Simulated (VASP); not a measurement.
# Bi2TeIr2: single point with PBE

Crystal: Bi2TeIr2.

```
Bi Ir Te
1.0
     3.99675    0.00000    0.00000
    -1.99838    3.46129    0.00000
    -1.99838    1.15376    9.27989
Bi Ir Te
2 2 1
Direct
  0.39806 0.60194 0.19418
  0.60194 0.39806 0.80582
  0.21160 0.78840 0.63480
  0.78840 0.21160 0.36520
  0.00000 0.00000 0.00000
```

The cell was built by a generator and needn't be a form met in nature.

```
Program             : VASP 6.6.1
Task                : single point
Functional          : PBE
Potentials or basis : VASP PAW PBE potentials, release 64 (Bi_d, Ir, Te)
Cutoff              : 520 eV
k mesh              : 10 × 10 × 10
Occupations         : fermi-dirac, width 0.1 eV
Spin                : no spin polarisation
```

| Quantity | Value |
| --- | --- |
| Pressure | 2.4 GPa |
| Largest force | 3.940 eV/Å |
| Band gap on the k mesh | none (metal or under the smearing width) |

Forces in eV/Å, atoms in the order of the input:
```
Bi   0.000  0.000  3.940
Bi   0.000  0.000 -3.940
Ir   0.000  0.000 -0.519
Ir   0.000  0.000  0.519
Te   0.000  0.000  0.000
```

Stress tensor (GPa, compression positive):
```
2.01 0.00 0.00
0.00 2.01 0.00
0.00 0.00 3.18
```

Levels at points of the mesh, in eV from the Fermi level:
```tsv
k point	band 24	band 25	band 26	band 27	band 28	band 29	band 30	band 31
(0.00, 0.00, 0.00)	-0.81	-0.81	-0.64	-0.64	1.14	1.52	1.89	1.89
(0.50, 0.00, 0.00)	-0.35	-0.27	-0.15	-0.12	0.14	0.40	1.09	1.67
(0.50, 0.50, 0.00)	-0.84	-0.35	-0.27	-0.13	-0.02	0.09	2.17	2.27
(0.00, 0.00, 0.50)	-0.88	-0.55	-0.55	-0.24	0.20	2.27	2.27	2.57
```

It took 8.5 min on 1 thread of Intel(R) Xeon(R) 6975P-C (Granite Rapids), on a shared host, peak memory 0.6 GiB.

Caveat: spin-orbit coupling is left out, which moves the levels of the heavy elements; forces of over 1 eV/Å show positions far from the minimum, so gaps and moduli don't describe the material at rest.
